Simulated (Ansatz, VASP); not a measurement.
Y3Ge: VASP beside Ansatz

```
Y Ge
1.0
    -2.26539    2.26539    5.19702
     2.26539   -2.26539    5.19702
     2.26539    2.26539   -5.19702
Y Ge
3 1
Direct
  0.50000 0.50000 0.00000
  0.25000 0.75000 0.50000
  0.75000 0.25000 0.50000
  0.00000 0.00000 0.00000
```

The cell comes from a database or a generator and needn't be the stable form of this composition.

Alike in both runs: task relaxation of cell and atoms; functional revPBE; k mesh 6 × 6 × 6; occupations fermi-dirac, width 0.05 eV; no spin polarisation.

|  | VASP | Ansatz |
| --- | --- | --- |
| version | VASP 6.6.1 | Ansatz 0.2.0 |
| potentials or method | VASP PAW PBE potentials, release 64 (Y_sv, Ge_d) | Ansatz PAW |
| plane-wave cutoff (eV) | 600 | 420 |
| valence electrons in the cell | 47 | 47 |

VASP gave:

| Quantity | Value |
| --- | --- |
| gap on the k mesh at the Fermi level, each at its own relaxed structure (eV) | none |
| relaxed volume (Å³/atom) | 27.22 |
| relaxed cell length with the largest relative difference (Å) | 6.148 |
| energy change over the relaxation (meV/atom) | -2 |

Task: Which values does Ansatz return?

Result: gap on the k mesh at the Fermi level, each at its own relaxed structure (eV): none; relaxed volume (Å³/atom): 27.26; relaxed cell length with the largest relative difference (Å): 6.152; energy change over the relaxation (meV/atom): -2.

A gap of «none» marks a metal or a gap that the smearing closes.

Caveats: the PAW data sets were made with another functional, which shifts forces and pressure a little (VASP); the plane-wave basis is chosen anew once the cell has moved, so the energies of steps on either side of that aren't comparable (Ansatz); the PAW data sets come from PBE, with cores solved anew for the run's functional, which leaves a small shift of forces and pressure (Ansatz).
